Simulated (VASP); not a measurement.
Input:

```
MgF2
1.0
    4.62510     0.00000     0.00000
    0.00000     4.62510     0.00000
    0.00000     0.00000     3.05421
Mg F
2 4
Direct
  0.00000   0.00000   0.00000
  0.50000   0.50000   0.50000
  0.30309   0.30309   0.00000
  0.80309   0.19691   0.50000
  0.19691   0.80309   0.50000
  0.69691   0.69691   0.00000
```

Calculation: PBEsol GGA, VASP's PBE PAW potentials (set 64) (plane waves; VASP 6.6.1). Numerical set-up: 620 eV cut-off, 5×5×7 Γ-centred mesh, Gaussian smearing of 0.050 eV, potentials Mg F.

Energy and stress use the plane-wave basis of the starting cell.

Q: The ions, cell shape and volume at an external pressure of 5.0 GPa are relaxed. Give the cell that the relaxation ends in.

A: 
```
MgF2
1.0
    4.55096     0.00000     0.00000
    0.00000     4.55096     0.00000
    0.00000     0.00000     3.01225
Mg F
2 4
Direct
  0.00000   0.00000   0.00000
  0.50000   0.50000   0.50000
  0.30267   0.30267   0.00000
  0.80267   0.19733   0.50000
  0.19733   0.80267   0.50000
  0.69733   0.69733   0.00000
```
Space group P4_2/mnm (136), at a tolerance of 0.03 Å.

Q: How do energy and volume change from the first to the last step?

A: The energy (σ→0) changes by +7.1 meV/atom and the volume by -4.5 %, in 4 ionic steps.

```
step  E(σ→0) (eV)  max force (eV/Å)  pressure (GPa)  volume (Å³)
----  -----------  ----------------  --------------  -----------
1        -32.6124             0.011           -0.20        65.33
2        -32.5576             0.078            5.77        62.05
3        -32.5706             0.067            4.98        62.43
4        -32.5701             0.018            5.01        62.39
```

The compound is MgF2 in the rutile structure. This run relaxes it under an external pressure of 5 GPa. Symmetry was kept, so distortions that lower it aren't found.
